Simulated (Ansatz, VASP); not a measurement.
**Ga3BAs4: VASP beside Ansatz**

```xyz
8
Lattice="5.5063 0.0000 0.0000 0.0000 5.5063 0.0000 0.0000 0.0000 5.5063" Properties=species:S:1:pos:R:3 pbc="T T T"
Ga    2.7532    0.0000    2.7532
Ga    2.7532    2.7532    0.0000
Ga    0.0000    2.7532    2.7532
B     0.0000    0.0000    0.0000
As    1.2560    4.2503    4.2503
As    1.2560    1.2560    1.2560
As    4.2503    4.2503    1.2560
As    4.2503    1.2560    4.2503
```

Alike in both runs: functional PBE; k mesh 4 × 4 × 4; occupations gaussian, width 0.1 eV; no spin polarisation.

Ansatz relaxed the structure, and its values are those at the end. VASP's run is a single point on that final structure, the one shown.

```csv
,VASP,Ansatz
version,VASP 6.6.1,Ansatz 0.2.0
potentials or method,"VASP PAW PBE potentials, release 64 (Ga_d, B, As)","scalar-relativistic, plane waves, PAW"
plane-wave cutoff (eV),520,420
valence electrons in the cell,62,102
```

VASP gave:

- gap on the k mesh at the Fermi level (eV): 0.54
- least direct gap on the mesh (eV): 0.63
- pressure (GPa): 0.4
- rms of the force components (eV/Å): 0.020

Problem. What did Ansatz give for the same quantities?

Solution. gap on the k mesh at the Fermi level (eV): 0.54; least direct gap on the mesh (eV): 0.63; pressure (GPa): 0.2; rms of the force components (eV/Å): 0.023.

With one functional, cell and mesh, what is left measures potentials, basis and numerics. The two sets of potentials don't hold the same shells in valence.

A k mesh can miss the band edges. Expect the measured gap to be larger: semilocal functionals such as PBE lack the derivative discontinuity.
